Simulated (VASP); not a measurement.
Here is the system:

```
CELL_PARAMETERS angstrom
      0.00000     2.91335     2.98778
      2.96630     0.00000     2.98778
      2.96630     2.91335     0.00000
ATOMIC_POSITIONS crystal
  Al 0.25000 0.25000 0.25000
  Al 0.75000 0.75000 0.75000
  Au 0.98683 0.01317 0.01317
```

Computed with PBE GGA with spin-orbit coupling, VASP's PBE PAW potentials (set 64) (plane waves; VASP 6.6.1). Run with 400 eV cut-off, 8×8×8 Γ-centred mesh, first-order Methfessel-Paxton smearing of 0.10 eV, potentials Al Au.

### Question
Predict the energy per atom (σ→0), pressure, largest force, band gap (on the k-mesh) with the smallest direct gap where there is one.

### Answer

- band gap (on the k-mesh): none (metal, semimetal or under 0.01 eV)
- energy per atom (σ→0): -4.093 eV/atom
- pressure: 8.67 GPa
- largest force: 0.794 eV/Å

The compound is AuAl2 in the fluorite structure. The cell was not relaxed at this level, atoms are displaced from their ideal sites. The run is one of a series of settings (GGA_COMPAT = .FALSE., LSORBIT = .TRUE., MAGMOM = 0 0 0 0 0 0 0 0 0, program vasp_ncl against the base run), some of them coarse on purpose.
